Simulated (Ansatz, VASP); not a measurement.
# Cross-check of Si15O28F4 (fluorine-doped silica glass) between VASP and Ansatz, part 2 of 2

One calculation is typed for both programs; each brings its own data sets. How far apart do they land? Of the first pair: The structure shown is the start of the Ansatz relaxation below; VASP solves that cell, so the two are compared at the walk's first step.

VASP 6.6.1 and Ansatz 0.2.0.

So far: The starting structure; Ansatz: relaxation, PBE.

## (3) VASP: single point, PBE, start cell, pair 1

Level of this step: PBE; plane waves and PAW (Si, F, O) (VASP).

The same cell, functional, mesh and smearing now go to VASP, with its own data sets.

Lines of VASP's logs that name or quote its potential files are left out, and so is its time.

File INCAR:

```
SYSTEM = Si15O28F4
PREC = Accurate
ENCUT = 520
EDIFF = 1E-06
NELM = 120
ISMEAR = -1
SIGMA = 0.05
LREAL = Auto
ALGO = Normal
GGA = PE
NBANDS = 160
LORBIT = 11
LWAVE = .FALSE.
LCHARG = .FALSE.
ISIF = 2
LASPH = .TRUE.
GGA_COMPAT = .FALSE.
EFERMI = MIDGAP
KPAR = 8
```

File POSCAR:

```
Si15O28F4
1.0
    8.5707160000      0.0000000000      0.0000000000
    0.0000000000      8.5707160000      0.0000000000
    0.0000000000      0.0000000000      8.5707160000
Si F O
15 4 28
Direct
    0.3863429846      0.6925289556      0.3577739596
    0.8980070043      0.9592319942      0.3853179828
    0.6047019876      0.1513830350      0.3390560369
    0.6788139987      0.7650979218      0.5794249862
    0.6390620107      0.9011699839      0.9176759561
    0.8517650101      0.4450740172      0.6569559649
    0.0970860544      0.2567910312      0.4467790089
    0.3500869706      0.9690699120      0.1430649435
    0.8686969677      0.7049810074      0.1375390341
    0.1306160419      0.2530470033      0.0935800463
    0.2441059767      0.7645150067      0.6681119757
    0.1064080294      0.5452690300      0.9100989929
    0.5951759456      0.4627520034      0.1822530346
    0.3095199981      0.1277049665      0.6871379241
    0.6086899858      0.2526359525      0.8576359315
    0.1180270120      0.1256009416      0.7783889934
    0.5628560088      0.1192640148      0.5261549910
    0.0626079548      0.8026530106      0.6359730039
    0.9429569245      0.2511000248      0.0606559592
    0.2912639971      0.6610119855      0.5181059552
    0.7976820140      0.8951819195      0.5252179631
    0.4325539430      0.2097759394      0.7933789896
    0.3144750100      0.9400709346      0.6663299776
    0.7228670277      0.3353579794      0.7369799676
    0.4598669469      0.0798699899      0.2511339776
    0.6239749398      0.8162509410      0.7517399947
    0.5443479868      0.7595319924      0.4454099284
    0.9303089730      0.8121029795      0.2767739591
    0.0371900084      0.0742990434      0.4192439698
    0.7574389351      0.5932499688      0.5896569201
    0.2286919786      0.6610649565      0.8213120117
    0.7614079150      0.0665840520      0.2994780133
    0.3067329497      0.8248709909      0.2518489704
    0.7667389749      0.8118870115      0.0183470086
    0.9629809225      0.3547669763      0.5313290045
    0.5883109416      0.3658479642      0.0124059647
    0.1331710210      0.3073089810      0.2724520332
    0.6757749294      0.0820059841      0.8960999291
    0.4438930190      0.5627490165      0.2361290469
    0.2532900402      0.2322830438      0.5472049243
    0.7423690156      0.5759349627      0.1906929363
    0.0070570533      0.6231289195      0.0465970404
    0.4705420177      0.9040759255      0.0102229499
    0.9765339325      0.5002260021      0.7844180113
    0.2139389521      0.0843979663      0.0820740064
    0.6134069779      0.3297050095      0.3121539671
    0.1848279654      0.3917159313      0.9848339392
```

File KPOINTS:

```
Automatic mesh
0
Gamma
2 2 2
0 0 0
```

The projector-augmented-wave data sets are Si, F and O (PBE family, release 64).

Launch:

```
mpirun -np 8 vasp_std
```

Numbers of over 12 decimals in the logs are rounded to 6 here.

Output:

```text
[banner, memory and clock lines left out]
running    8 mpi-ranks, on    1 nodes
[...]
|                                                                             |
|           W    W    AA    RRRRR   N    N  II  N    N   GGGG   !!!           |
|           W    W   A  A   R    R  NN   N  II  NN   N  G    G  !!!           |
|           W    W  A    A  R    R  N N  N  II  N N  N  G       !!!           |
|           W WW W  AAAAAA  RRRRR   N  N N  II  N  N N  G  GGG   !            |
|           WW  WW  A    A  R   R   N   NN  II  N   NN  G    G                |
|           W    W  A    A  R    R  N    N  II  N    N   GGGG   !!!           |
|                                                                             |
|     For optimal performance we recommend to set                             |
|       NCORE = 2 up to number-of-cores-per-socket                            |
|     NCORE specifies how many cores store one orbital (NPAR=cpu/NCORE).      |
|     This setting can greatly improve the performance of VASP for DFT.       |
|     The default, NCORE=1 might be grossly inefficient on modern             |
|     multi-core architectures or massively parallel machines. Do your        |
|     Unfortunately you need to use the default for GW and RPA                |
|     calculations (for HF NCORE is supported but not extensively tested      |
|     yet).                                                                   |
|                                                                             |

 LDA part: xc-table for (Slater+PW92), standard interpolation
 POSCAR, INCAR and KPOINTS ok, starting setup
[...]
entering main loop
       N       E                     dE             d eps       ncg     rms          rms(c)
DAV:   1     0.174579176724E+04    0.17458E+04   -0.13590E+05  2624   0.148E+03
DAV:   2    -0.262795888224E+03   -0.20086E+04   -0.19620E+04  3088   0.348E+02
DAV:   3    -0.402113706382E+03   -0.13932E+03   -0.13859E+03  3032   0.980E+01
DAV:   4    -0.404397765683E+03   -0.22841E+01   -0.22768E+01  3048   0.134E+01
[...]
DAV:  16    -0.355271959403E+03    0.59215E-06   -0.10956E-05  3112   0.164E-02    0.850E-03
DAV:  17    -0.355271959151E+03    0.25194E-06   -0.10725E-05  2920   0.121E-02    0.365E-03
DAV:  18    -0.355271959276E+03   -0.12493E-06   -0.18533E-06  1928   0.562E-03
   1 F= -.35527196E+03 E0= -.35527196E+03  d E =0.000000E+00
```

From OUTCAR (step 3):

```text
  Total       16.4498777     22.0620765     21.3979748      4.2721657     -7.4810551      2.9920793
  in kB       41.8621898     56.1442978     54.4542700     10.8719479    -19.0380350      7.6143417
  external PRESSURE =      50.8202525 kB  Pullay stress =       0.0000000 kB

 POSITION                                       TOTAL-FORCE (eV/Angst)
 -----------------------------------------------------------------------------------
      3.31124      5.93547      3.06638         2.041946      1.167250      1.051455
      7.69656      8.22131      3.30245        -1.823163      1.112402     -0.675286
      5.18273      1.29746      2.90595        -0.877149     -1.999135      1.844347
      5.81792      6.55744      4.96609        -0.213819     -0.606378     -0.369798
      5.47722      7.72367      7.86514        -0.997328      0.126748      0.717116
      7.30024      3.81460      5.63058         0.598487      0.354443      0.106757
      0.83210      2.20088      3.82922        -1.074502     -2.154998      0.152164
      3.00050      8.30562      1.22617         2.425900      0.854680     -0.281478
      7.44536      6.04219      1.17881        -1.513316      0.504695     -0.881780
      1.11947      2.16879      0.80205        -2.207395     -0.634915      0.192544
      2.09216      6.55244      5.72620        -2.067080      1.304822     -1.022219
      0.91199      4.67335      7.80020        -0.669264     -0.091677     -0.774002
      5.10108      3.96612      1.56204         0.283837     -0.992976     -1.327361
      2.65281      1.09452      5.88926        -4.114964     -1.491451      1.762275
[...]
-----------------------------------------------------------------------------------
    total drift:                                0.024370      0.001029      0.010561

  FREE ENERGIE OF THE ION-ELECTRON SYSTEM (eV)
  ---------------------------------------------------
  free  energy   TOTEN  =      -355.2719592756 eV

  energy  without entropy=     -355.2719592756  energy(sigma->0) =     -355.27195928

[... 3 further parts left out ...]
[key lines of the parts left out:]
E-fermi :   3.2234
```

The run ends at a pressure of 5.08 GPa, with forces up to 4.7 eV/Å.

## (4) Comparison

Known differences besides the potentials themselves: the cutoff is 420 eV in Ansatz and 520 eV in VASP (PREC = Accurate, projectors in real space). Total energies have different zeros and are not compared.

Forces on 9 of the 47 atoms, those with the largest forces and the largest differences (eV/Å; atoms numbered as in POSCAR):

```csv
atom,"Ansatz x, y, z","VASP x, y, z"
Si1,"2.067, 1.184, 1.078","2.042, 1.167, 1.051"
Si3,"-0.883, -2.046, 1.939","-0.877, -1.999, 1.844"
Si8,"2.464, 0.860, -0.270","2.426, 0.855, -0.281"
Si10,"-2.368, -0.626, 0.178","-2.207, -0.635, 0.193"
Si11,"-2.247, 1.341, -1.066","-2.067, 1.305, -1.022"
Si14,"-4.205, -1.499, 1.775","-4.115, -1.491, 1.762"
F16,"2.493, 0.320, -0.469","2.424, 0.318, -0.434"
F18,"-0.082, -0.075, -0.119","-0.273, -0.034, -0.153"
F19,"0.743, -0.706, -0.078","0.572, -0.710, -0.111"
```

The forces differ by 37 meV/Å r.m.s., which is 3.7 % of the r.m.s. force of 0.988 eV/Å (both taken over all components).

## (5) Ansatz: relaxation, PBE

This run makes the geometry at which the two programs are then compared. The cell compared in this pair holds 651.63 Å³, against 629.58 Å³ for the pair before.

The structure compared here is the end of the Ansatz relaxation.

File input.yaml:

```yaml
crystal:
  lattice:
    - [8.5707156562, 0.0, 0.0]
    - [0.0, 8.5707156562, 0.0]
    - [0.0, 0.0, 8.5707156562]
  atoms:
    - { symbol: Si, position: [0.386343, 0.692529, 0.357774] }
    - { symbol: Si, position: [0.898007, 0.959232, 0.385318] }
    - { symbol: Si, position: [0.604702, 0.151383, 0.339056] }
    - { symbol: Si, position: [0.678814, 0.765098, 0.579425] }
    - { symbol: Si, position: [0.639062, 0.90117, 0.917676] }
    - { symbol: Si, position: [0.851765, 0.445074, 0.656956] }
    - { symbol: Si, position: [0.097086, 0.256791, 0.446779] }
    - { symbol: Si, position: [0.350087, 0.96907, 0.143065] }
    - { symbol: Si, position: [0.868697, 0.704981, 0.137539] }
    - { symbol: Si, position: [0.130616, 0.253047, 0.09358] }
    - { symbol: Si, position: [0.244106, 0.764515, 0.668112] }
    - { symbol: Si, position: [0.106408, 0.545269, 0.910099] }
    - { symbol: Si, position: [0.595176, 0.462752, 0.182253] }
    - { symbol: Si, position: [0.30952, 0.127705, 0.687138] }
    - { symbol: Si, position: [0.60869, 0.252636, 0.857636] }
    - { symbol: F, position: [0.118027, 0.125601, 0.778389] }
    - { symbol: F, position: [0.562856, 0.119264, 0.526155] }
    - { symbol: F, position: [0.062608, 0.802653, 0.635973] }
    - { symbol: F, position: [0.942957, 0.2511, 0.060656] }
    - { symbol: O, position: [0.291264, 0.661012, 0.518106] }
    - { symbol: O, position: [0.797682, 0.895182, 0.525218] }
    - { symbol: O, position: [0.432554, 0.209776, 0.793379] }
    - { symbol: O, position: [0.314475, 0.940071, 0.66633] }
    - { symbol: O, position: [0.722867, 0.335358, 0.73698] }
    - { symbol: O, position: [0.459867, 0.07987, 0.251134] }
    - { symbol: O, position: [0.623975, 0.816251, 0.75174] }
    - { symbol: O, position: [0.544348, 0.759532, 0.44541] }
    - { symbol: O, position: [0.930309, 0.812103, 0.276774] }
    - { symbol: O, position: [0.03719, 0.074299, 0.419244] }
    - { symbol: O, position: [0.757439, 0.59325, 0.589657] }
    - { symbol: O, position: [0.228692, 0.661065, 0.821312] }
    - { symbol: O, position: [0.761408, 0.066584, 0.299478] }
    - { symbol: O, position: [0.306733, 0.824871, 0.251849] }
    - { symbol: O, position: [0.766739, 0.811887, 0.018347] }
    - { symbol: O, position: [0.962981, 0.354767, 0.531329] }
    - { symbol: O, position: [0.588311, 0.365848, 0.012406] }
    - { symbol: O, position: [0.133171, 0.307309, 0.272452] }
    - { symbol: O, position: [0.675775, 0.082006, 0.8961] }
    - { symbol: O, position: [0.443893, 0.562749, 0.236129] }
    - { symbol: O, position: [0.25329, 0.232283, 0.547205] }
    - { symbol: O, position: [0.742369, 0.575935, 0.190693] }
    - { symbol: O, position: [0.007057, 0.623129, 0.046597] }
    - { symbol: O, position: [0.470542, 0.904076, 0.010223] }
    - { symbol: O, position: [0.976534, 0.500226, 0.784418] }
    - { symbol: O, position: [0.213939, 0.084398, 0.082074] }
    - { symbol: O, position: [0.613407, 0.329705, 0.312154] }
    - { symbol: O, position: [0.184828, 0.391716, 0.984834] }
  symmetry: { detect: false }
kpoints:
  mp_grid: { grid: [2, 2, 2] }
scf:
  occupations: { method: fermi_dirac, width: 0.05 }
hamiltonian:
  xc: pbe
  pseudopotentials: { kind: paw, azcp: { folder: soft_1 } }
output:
  forces: true
  stress: true
relax:
  f_tol: 0.04
  max_steps: 100
  escape_saddle: false
  cell: { stress_tol: 0.4, fix: [] }
```

Launch:

```
ansatz run input.yaml --threads 8 --pin off --max-ram 16384MiB --backend cpu --events-out ev --progress --plain --runs-dir out
```

Output:

```text
[...]
Crystal: 47 atoms, lattice volume = 629.580 Å³
Basis set: ecut = 420 eV, 12293 PW (Γ), exchange–correlation on 120×120×120 points (8 copies of the dense FFT grid, shifted against one another)
Bands: 175, of which v1, the nominal top of the filled ones, is band 128 counted from 1 (127 counted from 0)
Symmetry: 1 space group operations
k-points: 8
[...]
- { symbol: O, position: [0.472995, 0.127961, 0.232830] }
    - { symbol: O, position: [0.616113, 0.798186, 0.759905] }
    - { symbol: O, position: [0.572910, 0.755252, 0.454221] }
[...]
- { symbol: O, position: [0.971297, 0.468406, 0.797347] }
    - { symbol: O, position: [0.228939, 0.082817, 0.092903] }
    - { symbol: O, position: [0.654705, 0.356205, 0.296460] }
    - { symbol: O, position: [0.178735, 0.393207, 1.002194] }
[key lines of the parts left out:]
SCF converged after 4 iterations
Free energy (F): -28709.432246 eV
Fermi energy:    4.233889 eV
P = ⅓ Tr σ = 0.0452 GPa (0.452 kbar)
```

## (6) VASP: single point, PBE, relaxed cell, pair 2

The same cell, functional, mesh and smearing now go to VASP, with its own data sets.

Changes to INCAR since step 3:

```diff
@@ -2,3 +2,3 @@
 PREC = Accurate
-ENCUT = 520
+ENCUT = 600
 EDIFF = 1E-06
```

File POSCAR:

```
Si15O28F4
1.0
    8.8576783205      0.0916739923      0.1542442035
    0.0916739923      8.4278348270     -0.1561687527
    0.1542442035     -0.1561687527      8.7356261664
Si F O
15 4 28
Direct
    0.4174572788      0.7104621933      0.3694738296
    0.8753823506      0.9476780932      0.3829924713
    0.6139602447      0.1762614055      0.3336920503
    0.6948331993      0.7593534276      0.5906694472
    0.6326084405      0.9090845907      0.9156846604
    0.8483859790      0.4318958164      0.6672670343
    0.0796267891      0.2227538189      0.4497297415
    0.3758647042      0.9880318476      0.1550756765
    0.8616741829      0.7190589475      0.1067442300
    0.1284146836      0.2488291222      0.1124340999
    0.2321192524      0.7507080912      0.6630154550
    0.1026406688      0.5366204291      0.9059115231
    0.6001545556      0.4698249021      0.1604608514
    0.2792685524      0.1168978607      0.7057076395
    0.5802827617      0.2610649519      0.8509182866
    0.1289140861      0.1295480231      0.8129287382
    0.5649756499      0.1643260350      0.5097736469
    0.0578459112      0.7882410781      0.6396172824
    0.9591625309      0.2057857691      0.0739632702
    0.3006998033      0.6579995046      0.5075312363
    0.8042650377      0.9054940209      0.5500209705
    0.4151996625      0.2152525784      0.7820940601
    0.3129851448      0.9239877314      0.6855303815
    0.6955420349      0.3537650923      0.7380346279
    0.4729947544      0.1279613013      0.2328300925
    0.6161128450      0.7981864226      0.7599047253
    0.5729101548      0.7552521655      0.4542212244
    0.9029108724      0.7879681049      0.2759652316
    0.0312477494      0.0417113394      0.4046163103
    0.7902522393      0.5927485510      0.5881482362
    0.2337444905      0.6288298648      0.8054097436
    0.7566208635      0.0596171973      0.2960227116
    0.3381154874      0.8598372095      0.2857199159
    0.7788257555      0.8507535328      0.0064907737
    0.9365814487      0.3162244654      0.5374129017
    0.5485963048      0.3718339683      0.0071895637
    0.1275170040      0.3117109359      0.2922750781
    0.6642836332      0.0939373066      0.8848673589
    0.4562508826      0.5752908967      0.2344852671
    0.2305312710      0.2057296585      0.5515399492
    0.7471308518      0.5721056047      0.1176776653
    0.0237360779      0.6658575097      0.0272764150
    0.4728641400      0.8960111322      0.0149221558
    0.9712970690      0.4684058586      0.7973474367
    0.2289392446      0.0828173618      0.0929030615
    0.6547047232      0.3562052692      0.2964598470
    0.1787346320      0.3932070125      0.0021941242
```

KPOINTS is that of step 3.

Launch:

```
mpirun -np 8 vasp_std
```

Output:

```text
[banner, memory and clock lines left out]
running    8 mpi-ranks, on    1 nodes
[...]
[... a notice as in an earlier step ...]

 LDA part: xc-table for (Slater+PW92), standard interpolation
 POSCAR, INCAR and KPOINTS ok, starting setup
[...]
entering main loop
       N       E                     dE             d eps       ncg     rms          rms(c)
DAV:   1     0.187542816399E+04    0.18754E+04   -0.14542E+05  2600   0.165E+03
DAV:   2    -0.246803661972E+03   -0.21222E+04   -0.20695E+04  3104   0.362E+02
DAV:   3    -0.402035669467E+03   -0.15523E+03   -0.15445E+03  3040   0.103E+02
DAV:   4    -0.404689721571E+03   -0.26541E+01   -0.26454E+01  3080   0.144E+01
[...]
DAV:  15    -0.358639140074E+03    0.42880E-05   -0.27570E-05  2992   0.193E-02    0.102E-02
DAV:  16    -0.358639138440E+03    0.16337E-05   -0.57679E-06  2776   0.139E-02    0.465E-03
DAV:  17    -0.358639138499E+03   -0.58772E-07   -0.56845E-06  2784   0.900E-03
   1 F= -.35863914E+03 E0= -.35863914E+03  d E =0.000000E+00
```

From OUTCAR (step 6):

```text
  Total       -0.0870809     -0.6251976     -0.2505548     -0.0611687     -0.0963633     -0.1852236
  in kB       -0.2141079     -1.5371890     -0.6160453     -0.1503971     -0.2369308     -0.4554139
  external PRESSURE =      -0.7891141 kB  Pullay stress =       0.0000000 kB

 POSITION                                       TOTAL-FORCE (eV/Angst)
 -----------------------------------------------------------------------------------
      3.81982      5.96823      3.18102        -0.023735     -0.012361     -0.003969
      7.89981      8.00731      3.33270         0.065976     -0.014228     -0.006554
      5.50589      1.48967      2.98218         0.045458      0.027307     -0.168694
      6.31533      6.37116      5.14845        -0.012873     -0.012217      0.002779
      5.82802      7.57661      7.95468         0.023138     -0.011188     -0.010882
      7.65725      3.61352      5.89241        -0.004809     -0.011750     -0.011815
      0.79510      1.81440      3.90617        -0.000041      0.036530      0.004833
      3.44378      8.33721      1.25836        -0.055007     -0.004868     -0.017232
      7.71482      6.12243      0.95309         0.040626     -0.013249      0.022624
      1.17761      2.09130      0.96313         0.175945      0.036967      0.009548
      2.22712      6.24458      5.71042         0.192708     -0.052218      0.030301
      1.09808      4.39048      7.84573         0.028312     -0.006452      0.021585
      5.38380      3.98957      1.42092        -0.007403      0.003457     -0.036130
      2.59324      0.90059      6.18962         0.189671      0.008474     -0.087255
[...]
-----------------------------------------------------------------------------------
    total drift:                               -0.015061      0.022078     -0.014386

  FREE ENERGIE OF THE ION-ELECTRON SYSTEM (eV)
  ---------------------------------------------------
  free  energy   TOTEN  =      -358.6391384987 eV

  energy  without entropy=     -358.6391384987  energy(sigma->0) =     -358.63913850

[... 1 part as in an earlier step ...]

[... 2 further parts left out ...]
[key lines of the parts left out:]
E-fermi :   2.8602
```

The run ends at a pressure of -0.08 GPa, with forces up to 0.21 eV/Å.

## (7) Side by side

What differs besides the data sets and the points named for the pairs above, as far as they apply: the cutoff is 420 eV in Ansatz and 600 eV in VASP (PREC = Accurate, projectors in real space); Ansatz's pressure holds a Pulay correction, VASP's none. Total energies have different zeros and are not compared.

The two programs side by side:

| quantity | Ansatz | VASP | difference |
| --- | --- | --- | --- |
| pressure (GPa) | 0.05 | -0.08 | +0.12 |
| gap on the k mesh (eV) | 5.574 | 5.565 | +0.010 |

Forces on 7 of the 47 atoms, those with the largest forces and the largest differences (eV/Å; atoms numbered as in POSCAR):

```
atom         Ansatz x, y, z            VASP x, y, z
Si10  -0.009, -0.003, 0.005     0.176, 0.037, 0.010
Si11  -0.001, 0.001, -0.004    0.193, -0.052, 0.030
Si14  0.005, -0.007, -0.002    0.190, 0.008, -0.087
 F16  -0.009, 0.007, -0.012    -0.162, 0.017, 0.100
 F17   0.001, -0.002, 0.014   -0.050, -0.021, 0.195
 F18  -0.009, -0.001, 0.001   -0.204, 0.039, -0.029
 F19   -0.007, 0.001, 0.002  -0.196, -0.043, -0.038
```

The forces differ by 48 meV/Å r.m.s., where the r.m.s. force is 0.006 eV/Å in Ansatz and 0.049 eV/Å in VASP: the atoms lie near their places of rest in Ansatz, so a percentage would say little (all taken over all components). A gap on the mesh is an upper bound, since the band edges may lie between its points.

## (8) Outcome

```json
{
 "r.m.s. force difference (single point, PBE, start cell, pair 1)": "3.7 % of the r.m.s. force",
 "r.m.s. force difference (single point, PBE, relaxed cell, pair 2)": "48 meV/Å"
}
```

**Reading.** The r.m.s. force difference is 48 meV/Å (single point, PBE, relaxed cell, pair 2), beyond the 12 meV/Å picked in this series as the mark of a large difference. What causes the difference of the single point, PBE, start cell, pair 1 pair stays open here. What causes the difference of the single point, PBE, relaxed cell, pair 2 pair stays open here. Such differences can come from data sets, numerical settings and the points named under the comparisons, not from the functional's error against experiment.

[Lines on the potential files, build, host, timing and source positions are cut from VASP's logs without a mark.]

[Logs are printed without paths, hosts, clocks, repeated set-up lines and the standing remarks that a program may print on its own settings, such as how far it seeks lower states.]

[Hosts, paths, dates, database ids (printed as entryN), source tags and the programs' standing remarks are cut or masked in the printed files.]
